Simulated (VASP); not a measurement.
These are PBE GGA, VASP's PBE PAW potentials (set 64) (plane waves; VASP 6.6.1) values and carry that method's errors.

VASP input:

File KPOINTS:
```
Automatic mesh
0
Gamma
8 8 4
0 0 0
```

INCAR:
```
SYSTEM = Dy
PREC = Accurate
ENCUT = 300
EDIFF = 1E-6
NELM = 100
ALGO = Normal
LREAL = .FALSE.
LASPH = .TRUE.
ISMEAR = 0
SIGMA = 0.2
GGA = PE
LMAXMIX = 6
LWAVE = .FALSE.
LCHARG = .FALSE.
ISIF = 2
ISPIN = 2
MAGMOM = 5.0 5.0
LORBIT = 11
```

**POSCAR**
```
Dy
3.51820
  0.5000000000  -0.8660255244   0.0000000000
  0.5000000000   0.8660255244   0.0000000000
  0.0000000000   0.0000000000   1.5738161560
Dy
2
Cartesian
  0.5000000000   0.2886757522   0.3934540390
  0.5000000000  -0.2886757522   1.1803621170
```

POTCAR, in this order: Dy (PBE.64 set). Program: vasp_std.

Q: What will the output report for the number of irreducible k-points (NKPTS), largest plane-wave count, number of space-group operations, FFT grid (NGX, NGY, NGZ)?

A: 
* **number of irreducible k-points (NKPTS)**: 30
* **largest plane-wave count**: 716
* **number of space-group operations**: 24
* **FFT grid (NGX, NGY, NGZ)**: 20 × 20 × 32

The structure is a typed Dy crystal. The cell was not relaxed at this level, and its volume differs by -5.9 % from the start's.
